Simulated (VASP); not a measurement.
VASP runs on Sr3Li (space group I4/mmm) share one base input (PBEsol GGA, plane waves, VASP's PBE PAW potentials (set 64)) and change the settings named in each case.

**KPOINTS**
```
Automatic mesh
0
Gamma
5 5 5
0 0 0
```

File POSCAR:
```
Sr3Li
1
   -2.6929810000     2.6929810000     5.9984630000
    2.6929810000    -2.6929810000     5.9984630000
    2.6929810000     2.6929810000    -5.9984630000
Sr Li
3 1
Direct
  0.5000000000   0.5000000000   0.0000000000
  0.7500000000   0.2500000000   0.5000000000
  0.2500000000   0.7500000000   0.5000000000
  0.0000000000   0.0000000000   0.0000000000
```

INCAR:
```
SIGMA  =  0.136
LASPH  =  .TRUE.   # aspherical one-centre terms
GGA  =  PS
ALGO  =  Normal   # blocked Davidson
PREC  =  Accurate
EDIFF  =  1E-6
LMAXMIX  =  4   # l cut-off of mixed one-centre charges
ISIF  =  2   # forces and stress, cell fixed
LWAVE  =  .FALSE.
ISMEAR  =  0   # Gaussian
ENCUT  =  400
NELM  =  100   # most electronic steps
LCHARG  =  .FALSE.
SYSTEM  =  Sr3Li
LREAL  =  .FALSE.
```

POTCAR, in this order: Sr_sv Li_sv (PBE.64 set). Program: vasp_std.

```tsv
change	E(σ→0) (eV/atom)	pressure (GPa)	−TS (eV)
base run	-1.7783	0.21	-0.0492
GGA removed, POTCAR Sr_sv Li_sv (LDA.64 set)	-1.8387	-0.66	-0.0486
GGA_COMPAT = .FALSE., LNONCOLLINEAR = .TRUE., LSORBIT = .TRUE., MAGMOM = 0.0 0.0 0.0 0.0 0.0 0.0 0.0 0.0 0.0 0.0 0.0 0.0, program vasp_ncl	-1.8446	0.20	-0.0492
KPOINTS 1×1×1 Γ-centred mesh	-1.6302	-4.54	-0.1393
```
 Energies of different potentials or functionals have different zeros.  At 400 eV the pressure can carry a Pulay error.

Left out are runs that ran out of time, are held back, or changed the cell or the kind of run, fixed moments of cells without a moment, rows past the twelfth, gaps on odd meshes, pressures of charged cells and columns that move by less than the noise.

The structure was generated: Sr3Li was put into an ordered model structure, which need not be its known phase. The cell was not relaxed at this level.
